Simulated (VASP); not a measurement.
Given:

```yaml
crystal:
  lattice:
    - [3.38167, 0.00000, 0.00000]
    - [-1.69084, 2.92861, 0.00000]
    - [0.00000, 0.00000, 5.45533]
  atoms:
    - { symbol: Ge, position: [0.00000, 0.00000, 0.00000] }
    - { symbol: Be, position: [0.33333, 0.66667, 0.25200] }
    - { symbol: Be, position: [0.66667, 0.33333, 0.74800] }
```

Calculation: PBE GGA, VASP's PBE PAW potentials (set 64) (plane waves; VASP). Numerical set-up: 300 eV cut-off, 6×6×3 Γ-centred mesh, Fermi-Dirac smearing of 0.050 eV, potentials Ge_d Be.

At this cut-off the stress carries a Pulay error, which pulls relaxed volumes low.

Task: Predict the energy per atom (σ→0), pressure, largest force, band gap (on the k-mesh) with the smallest direct gap where there is one.

Result: 
- band gap (on the k-mesh): none (metal, semimetal or under 0.01 eV)
- energy per atom (σ→0): -2.935 eV/atom
- pressure: -6.98 GPa
- largest force: 0.717 eV/Å

Only differences to runs with the same potentials and settings are physical.

The structure was generated: Be2Ge was put into an ordered model structure, which need not be its known phase. The cell was not relaxed at this level. The k-mesh is coarse (spacing up to 0.38 per Å, 2π included), so the numbers may not be converged in it.
